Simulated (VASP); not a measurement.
Input:

```
CSi
1.0
    0.00000     2.21138     2.21138
    2.21138     0.00000     2.21138
    2.21138     2.21138     0.00000
Si C
1 1
Direct
  0.00000   0.00000   0.00000
  0.25000   0.25000   0.25000
```

The numbers are results of HSE06 screened hybrid, VASP's PBE PAW potentials (set 64) (plane waves; VASP), not measurements. Run with 520 eV cut-off, 8×8×8 Γ-centred mesh, Gaussian smearing of 0.050 eV, potentials Si C.

### Question
Give the stress tensor in GPa (positive for a compressed cell).

### Answer

```
-11.01    0.00    0.00
  0.00  -11.01    0.00
  0.00    0.00  -11.01
```
The pressure is its mean diagonal, -11.01 GPa.

The compound is SiC in the zinc blende structure. This cell is one point of a volume scan, at 1.03 of the reference volume. The cell's shape comes from a PBE relaxation.
